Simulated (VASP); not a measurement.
Method: PBE0 hybrid, VASP's PBE PAW potentials (set 64) (plane waves; VASP).

Input for VASP

### POSCAR
```
ZnO
3.2622780
  1.0000000000   0.0000000000   0.0000000000
 -0.5000000000   0.8660252131   0.0000000000
  0.0000000000   0.0000000000   1.6130660845
Zn O
2 2
Cart
  0.5000005000   0.2886747823   0.8074847512
 -0.0000005000   0.5773504307   0.0009517090
  0.5000005000   0.2886747823   1.4190464959
 -0.0000005000   0.5773504307   0.6125134536
```

### INCAR
```
SYSTEM=ZnO
PREC=Accurate; ENCUT=400; LREAL=F
LASPH=T; ISYM=3
EDIFF=1E-6; NELM=100; ALGO=Normal
LMAXMIX=4
ISMEAR=0; SIGMA=0.01
GGA=PE; LHFCALC=T; AEXX=0.25
HFRCUT=-1; PRECFOCK=Fast
ISIF=2
LWAVE=F; LCHARG=F
```

### KPOINTS
```
Automatic mesh
0
Gamma
4 4 2
0 0 0
```

POTCAR, in this order: Zn O (PBE.64 set). Program: vasp_std.

What VASP printed:

### OSZICAR
```
       N       E                     dE             d eps       ncg     rms          rms(c)
DAV:   1    -0.677151276600E+03   -0.67715E+03   -0.16879E+04   352   0.209E+03
DAV:   2    -0.935528615038E+03   -0.25838E+03   -0.25117E+03   382   0.421E+02
DAV:   3    -0.960029897537E+03   -0.24501E+02   -0.24380E+02   418   0.134E+02
DAV:   4    -0.960342668741E+03   -0.31277E+00   -0.31256E+00   382   0.164E+01
DAV:   5    -0.277773253294E+02    0.93257E+03   -0.76476E+00   376   0.800E+01    0.170E+01
DAV:   6    -0.230982208326E+02    0.46791E+01   -0.11122E+01   534   0.620E+01    0.887E+00
DAV:   7    -0.240699613003E+02   -0.97174E+00   -0.59286E+00   410   0.204E+01    0.674E+00
DAV:   8    -0.239195941302E+02    0.15037E+00   -0.30969E-01   516   0.132E+01    0.331E+00
DAV:   9    -0.238986109618E+02    0.20983E-01   -0.26280E-01   432   0.432E+00    0.161E+00
DAV:  10    -0.239020043297E+02   -0.33934E-02   -0.20030E-02   454   0.376E+00    0.104E+00
DAV:  11    -0.238990952875E+02    0.29090E-02   -0.44110E-03   524   0.136E+00    0.657E-01
DAV:  12    -0.238993132703E+02   -0.21798E-03   -0.35219E-03   402   0.500E-01    0.396E-01
DAV:  13    -0.238993274518E+02   -0.14181E-04   -0.25673E-04   446   0.306E-01    0.215E-01
DAV:  14    -0.238993482649E+02   -0.20813E-04   -0.13840E-04   388   0.104E-01    0.123E-01
DAV:  15    -0.238993701406E+02   -0.21876E-04   -0.15855E-05   504   0.785E-02    0.739E-02
DAV:  16    -0.238993806791E+02   -0.10539E-04   -0.10099E-05   452   0.472E-02    0.450E-02
DAV:  17    -0.238993874871E+02   -0.68079E-05   -0.65315E-06   376   0.226E-02    0.273E-02
DAV:  18    -0.238993908989E+02   -0.34118E-05   -0.12728E-06   254   0.112E-02    0.156E-02
DAV:  19    -0.238993925243E+02   -0.16254E-05   -0.51317E-07   254   0.809E-03    0.953E-03
DAV:  20    -0.238993933397E+02   -0.81533E-06   -0.36001E-07   224   0.579E-03
   1 F= -.23899393E+02 E0= -.23899393E+02  d E =-.461456E-62
```

File OUTCAR:
```
------------------------ aborting loop because EDIFF is reached ----------------------------------------
  FORCE on cell =-STRESS in cart. coord.  units (eV):
  Direction    XX          YY          ZZ          XY          YZ          ZX
  --------------------------------------------------------------------------------------
  Total       -1.6012727     -1.6012720     -1.8144607      0.0000000      0.0000000      0.0000000
  in kB      -52.8969082    -52.8968849    -59.9394232      0.0000000      0.0000000      0.0000000
  external PRESSURE =     -55.2444054 kB  Pullay stress =       0.0000000 kB
  volume of cell :       48.50
      direct lattice vectors                 reciprocal lattice vectors
     3.262278000  0.000000000  0.000000000     0.306534268  0.176977681  0.000000000
    -1.631139000  2.825215000  0.000000000     0.000000000  0.353955363  0.000000000
     0.000000000  0.000000000  5.262270000     0.000000000  0.000000000  0.190032058
  FREE ENERGIE OF THE ION-ELECTRON SYSTEM (eV)
  ---------------------------------------------------
  free  energy   TOTEN  =       -23.8993933397 eV

  energy  without entropy=      -23.8993933397  energy(sigma->0) =      -23.89939334

  exchange ACFDT corr.  =         0.00000000  see jH, gK, PRB 81, 115126
```
(Selected blocks of OUTCAR.)

At this cut-off the stress carries a Pulay error, which pulls relaxed volumes low.

The structure comes from a computed database's ZnO entry; how it stands against other phases isn't given here. The cell was not relaxed at this level. The k-mesh is coarse (spacing up to 0.60 per Å, 2π included), so the numbers may not be converged in it. The run is one of a series of settings (KPOINTS 4×4×2 Γ-centred mesh against the base run), some of them coarse on purpose.
